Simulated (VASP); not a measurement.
```
CELL_PARAMETERS angstrom
      0.00000     2.17636     2.17636
      2.17636     0.00000     2.17636
      2.17636     2.17636     0.00000
ATOMIC_POSITIONS crystal
  Ta 0.00000 0.00000 0.00000
  C  0.50000 0.50000 0.50000
```

All values below come from PBEsol GGA, VASP's PBE PAW potentials (set 64) (plane waves; VASP). Numerical set-up: 520 eV cut-off, 14×14×14 Γ-centred mesh, first-order Methfessel-Paxton smearing of 0.10 eV, potentials Ta_pv C.

Unless said otherwise, spin-orbit coupling is left out, though it shifts the bands of the heavy elements here.

Question: Estimate the energy per atom (σ→0), pressure, band gap (on the k-mesh) with the smallest direct gap where there is one.

Answer: 
```
Property                                                    Result
------------------------  ----------------------------------------
band gap (on the k-mesh)  none (metal, semimetal or under 0.01 eV)
energy per atom (σ→0)                              -11.711 eV/atom
pressure                                                 24.28 GPa
```

Only differences to runs with the same potentials and settings are physical.

The compound is TaC in the rock salt structure. This cell is one point of a volume scan, at 0.94 of the reference volume. The electron count is odd and the run is not spin-polarised, which forces a metal.
